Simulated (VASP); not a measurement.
CsNiO2: energy against volume and a worked fit

Space group Fd-3m:1 (No. 227). a = 8.521 Å, b = 8.521 Å, c = 8.521 Å, α = 90.00°, β = 90.00°, γ = 90.00°
```csv
atom,site,symmetry,x,y,z
Cs,8a,-43m,0.2500,0.2500,0.2500
Ni,8b,-43m,0.2500,0.7500,0.2500
O,16d,.-3m,0.3750,0.6250,0.3750
```

The cell comes from a database or a generator and needn't be the stable form of this composition.

The cell was scaled at fixed shape and fractions and run with VASP, PBE PAW files Cs_sv, Ni, O, 520 eV; PBE, k mesh 6 × 6 × 6 on the cell of 8 atoms, fermi-dirac occupations of 0.05 eV, collinear spin, ferromagnetic start, no spin-orbit coupling. Energies are those that the program minimises, any entropy of the smearing included. For a metal such a mesh isn't converged to the digits shown. The magnetic state is the one that the start led to, which needn't be the lowest.

```tsv
V (Å³/atom)	energy over the lowest row (meV/atom)
18.1742	2.22
18.5609	0.00
18.9476	1.44
19.3343	6.15
19.7209	13.78
20.1076	?
20.4943	36.51
```

Q: Fit the third-order Birch-Murnaghan form, give V0, B0 and B′, and predict the energy left open.

A: With y = (V0/V)^(2/3), E = E0 + (9 V0 B0/16) [(y - 1)³ B′ + (y - 1)² (6 - 4y)]. Least squares through the rows shown give V0 = 18.5947 Å³/atom, E0 = -0.02 meV, B0 = 72.31 GPa (1 eV/Å³ = 160.218 GPa) and B′ = 4.59, with a largest miss of 0.01 meV. At V = 20.1076 the form with these constants gives 23.99 meV; the run gave 23.99 meV an atom.
